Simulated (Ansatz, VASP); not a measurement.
## Two plane-wave programs on RbP3

```xyz
8
Lattice="5.6087 0.0000 0.0000 0.0000 5.6087 0.0000 0.0000 0.0000 5.6087" Properties=species:S:1:pos:R:3 pbc="T T T"
Rb    0.0000    0.0000    0.0000
Rb    2.8044    2.8044    2.8044
P     1.4022    0.0000    2.8044
P     2.8044    4.2065    0.0000
P     4.2065    0.0000    2.8044
P     2.8044    1.4022    0.0000
P     0.0000    2.8044    4.2065
P     0.0000    2.8044    1.4022
```

Change from the starting cell: species swapped into the Zr3Hg type (Pm-3n, No. 223).

Alike in both runs: functional PBE; k mesh 4 × 4 × 4; occupations gaussian, width 0.1 eV; no spin polarisation.

Ansatz relaxed the structure, and its values are those at the end. VASP's run is a single point on that final structure, the one shown.

|  | VASP | Ansatz |
| --- | --- | --- |
| version | VASP 6.6.1 | Ansatz 0.2.0 |
| potentials or method | VASP PAW PBE potentials, release 64 (Rb_sv, P) | scalar-relativistic, plane waves, PAW |
| plane-wave cutoff (eV) | 520 | 420 |
| valence electrons in the cell | 48 | 48 |

Ansatz gave:

- gap on the k mesh at the Fermi level (eV): none
- pressure (GPa): -0.2

Q: Estimate VASP's values.

A: gap on the k mesh at the Fermi level (eV): none; pressure (GPa): -0.1.

A gap of «none» marks a metal or a gap that the smearing closes.
